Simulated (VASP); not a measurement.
Be3N2, 5 atoms in the cell. It takes space group P-3m1 (No. 164, trigonal). The conventional cell has a = 2.804 Å, b = 2.804 Å, c = 4.650 Å, α = 90.00°, β = 90.00°, γ = 120.00°. Be (site symmetry -3m) is surrounded by 6 N at 2.00 Å and 6 Be at 2.30 Å. Be (site symmetry 3m) is surrounded by 4 N at 1.68 to 1.84 Å. N (site symmetry 3m) has 4 Be at 1.68 to 1.84 Å as nearest neighbours. The cell comes from a database or a generator and needn't be the stable form of this composition.

* Program: VASP 6.6.1
* Task: single point
* Functional: PBEsol
* Potentials or basis: VASP PAW PBE potentials, release 64 (Be, N)
* Cutoff: 520 eV
* k mesh: 9 × 9 × 5
* Occupations: gaussian, width 0.01 eV
* Spin: no spin polarisation
* Dipole correction: no
* Further INCAR settings: ALGO = Normal; EDIFF = 1e-07; NBANDS = 16

Potentials or basis: VASP PAW PBE potentials, release 64 (Be, N).

Run with:

```bash
$ cat potpaw_PBE.64/Be/POTCAR potpaw_PBE.64/N/POTCAR > POTCAR
$ mpirun -np 1 vasp_std > vasp.out
```

Hardware: 1 thread of AMD EPYC 7R13 Processor (Zen 3), with other jobs on the host.

**Question.** How long does it take, and how much memory?

**Answer.** Run time: 32 s on 1 thread of AMD EPYC 7R13 Processor (Zen 3) (shared host), peak memory 0.13 GiB. Counts: scf iterations 13, k points 50.
